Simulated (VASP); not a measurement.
CdS, 2 atoms in the cell. It takes space group F-43m (No. 216, cubic). The conventional cell has a = 6.048 Å, b = 6.048 Å, c = 6.048 Å, α = 90.00°, β = 90.00°, γ = 90.00°. Around Cd (site symmetry -43m) lie 4 S at 2.62 Å. S (site symmetry -43m) has 4 Cd at 2.62 Å as nearest neighbours. 

* Program: VASP 6.6.1
* Task: relaxation of cell and atoms
* Functional: PBE
* Potentials or basis: VASP PAW PBE potentials, release 64 (Cd, S)
* Cutoff: 520 eV
* k mesh: 2 × 2 × 2
* Occupations: gaussian, width 0.02 eV
* Spin: no spin polarisation
* Further INCAR settings: ALGO = Fast; EDIFF = 1e-07; IBRION = 2; EDIFFG = -0.002; NSW = 80; ISIF = 3

Potentials or basis: VASP PAW PBE potentials, release 64 (Cd, S).

The run is started by

```bash
$ cat potpaw_PBE.64/Cd/POTCAR potpaw_PBE.64/S/POTCAR > POTCAR
$ mpirun -np 1 vasp_std > vasp.out
```

Hardware: 1 thread of AMD EPYC 7R13 Processor (Zen 3), with other jobs on the host.

Q: How long does it take, and how much memory?

A: Wall time 9.5 s on 1 thread of AMD EPYC 7R13 Processor (Zen 3), with other jobs on the host, peak memory 0.14 GiB. Counts: scf iterations 22, k points 3, ion steps 2.
